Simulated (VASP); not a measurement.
Input:

```yaml
crystal:
  lattice:
    - [3.08190, 0.00000, 0.00000]
    - [-1.54095, 2.66901, 0.00000]
    - [0.00000, 0.00000, 11.28300]
  atoms:
    - { symbol: Ce, position: [0.33333, 0.66667, 0.12702] }
    - { symbol: Ce, position: [0.66667, 0.33333, 0.87298] }
    - { symbol: Mg, position: [0.66667, 0.33333, 0.38395] }
    - { symbol: Mg, position: [0.33333, 0.66667, 0.61605] }
```

The numbers are results of PBEsol GGA, VASP's PBE PAW potentials (set 64) (plane waves; VASP), not measurements. Numerical set-up: 400 eV cut-off, 13×13×3 Γ-centred mesh, tetrahedra with Blöchl corrections, potentials Ce Mg.

Question: Estimate the energy per atom (σ→0), band gap (on the k-mesh) with the smallest direct gap where there is one.

Answer: 
```
Quantity                                                     Value
------------------------  ----------------------------------------
band gap (on the k-mesh)  none (metal, semimetal or under 0.01 eV)
energy per atom (σ→0)                               -4.119 eV/atom
```

The absolute energy has meaning only against runs of the same code, potentials and settings.

The structure comes from a computed database's CeMg entry (P-3m1); how it stands against other phases isn't given here. It was relaxed first, which changed the volume by -6 %. The run is not spin-polarised, so no magnetic state was tried.
